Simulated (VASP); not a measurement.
Consider the following.

```yaml
crystal:
  lattice:
    - [4.96491, 0.00000, 0.00000]
    - [0.00000, 4.96491, 0.00000]
    - [0.00000, 0.00000, 4.96491]
  atoms:
    - { symbol: K, position: [0.00000, 0.00000, 0.00000] }
    - { symbol: Pb, position: [0.00000, 0.50000, 0.50000] }
    - { symbol: Pb, position: [0.50000, 0.00000, 0.50000] }
    - { symbol: Pb, position: [0.50000, 0.50000, 0.00000] }
```

All values below come from PBEsol GGA, VASP's PBE PAW potentials (set 64) (plane waves; VASP). Numerical set-up: 400 eV cut-off, 7×7×7 Γ-centred mesh, tetrahedra with Blöchl corrections, potentials K_sv Pb_d.

The cores are frozen, which limits the accuracy of field gradients.

Q: Give the principal components of the electric field gradient (V/Å²) and the asymmetry η at each nucleus.

A: 
| atom | Vxx | Vyy | Vzz | η |
|---|---|---|---|---|
| K1 | 0.0 | 0.0 | 0.0 | - |
| Pb2 | -52.7 | -52.7 | 105.3 | 0.00 |
| Pb3 | -52.7 | -52.7 | 105.3 | 0.00 |
| Pb4 | -52.7 | -52.7 | 105.3 | 0.00 |

The structure comes from a computed database's KPb3 entry (Pm-3m); how it stands against other phases isn't given here. It was relaxed first, which changed the volume by -8 %.
